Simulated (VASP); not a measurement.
Given:

```xyz
2
Lattice="1.2339 -2.1373 0.0000 1.2339 2.1373 0.0000 0.0000 0.0000 3.9850" Properties=species:S:1:pos:R:3 pbc="T T T"
Co     1.2339     0.7124     0.9963
Co     1.2339    -0.7124     2.9888
```
Starting moments (μB, in the order of the record's atoms Co Co): 1.6 1.6.

Calculation: PBE GGA with D3 dispersion (Becke-Johnson damping), VASP's PBE PAW potentials (set 64) (plane waves; VASP). Settings: 520 eV cut-off, Gaussian smearing of 0.050 eV, potentials Co.

### Question
Give the spin-up energies of bands 1 to 12 at the high-symmetry points, in eV from the Fermi level.

### Answer

```csv
band,Γ,M,K,A,L,H
1,-9.09,-4.89,-4.43,-6.80,-5.12,-3.93
2,-5.27,-4.85,-4.01,-6.80,-5.12,-3.93
3,-2.64,-4.58,-4.01,-2.96,-3.84,-3.80
4,-2.62,-2.79,-3.73,-2.96,-3.84,-3.80
5,-2.62,-2.56,-2.90,-2.69,-1.79,-2.99
6,-2.29,-2.54,-2.90,-2.69,-1.79,-2.99
7,-2.29,-2.19,-1.92,-2.69,-1.03,-1.89
8,-1.93,-0.64,-0.88,-2.69,-1.03,-1.89
9,-1.93,-0.53,-0.88,-1.10,-0.54,-0.72
10,-0.77,-0.48,-0.76,-1.10,-0.54,-0.72
11,-0.77,1.40,4.62,-1.10,1.66,5.89
12,-0.07,3.49,5.50,-1.10,1.66,5.89
```

### Question
Give the spin-down energies of bands 1 to 12 at the high-symmetry points, in eV from the Fermi level.

### Answer

```tsv
band	Γ	M	K	A	L	H
1	-9.10	-4.01	-3.15	-6.73	-4.13	-2.71
2	-4.35	-3.73	-2.97	-6.73	-4.13	-2.71
3	-1.04	-3.40	-2.97	-1.61	-2.49	-2.64
4	-1.02	-1.92	-2.77	-1.61	-2.49	-2.64
5	-1.02	-1.19	-1.45	-1.09	-0.09	-1.81
6	-0.64	-1.09	-1.45	-1.09	-0.09	-1.81
7	-0.64	-0.65	-0.34	-1.09	0.25	-0.21
8	-0.21	1.20	0.92	-1.09	0.25	-0.21
9	-0.21	1.35	0.92	0.72	1.31	1.10
10	-0.13	1.38	1.09	0.72	1.31	1.10
11	1.07	2.62	5.39	0.72	2.27	6.51
12	1.07	4.44	6.25	0.72	2.27	6.51
```

It has no gap at this level: it comes out as a metal or semimetal.

The compound is Co in the hcp structure. It was relaxed first, which changed the volume by -5 %.
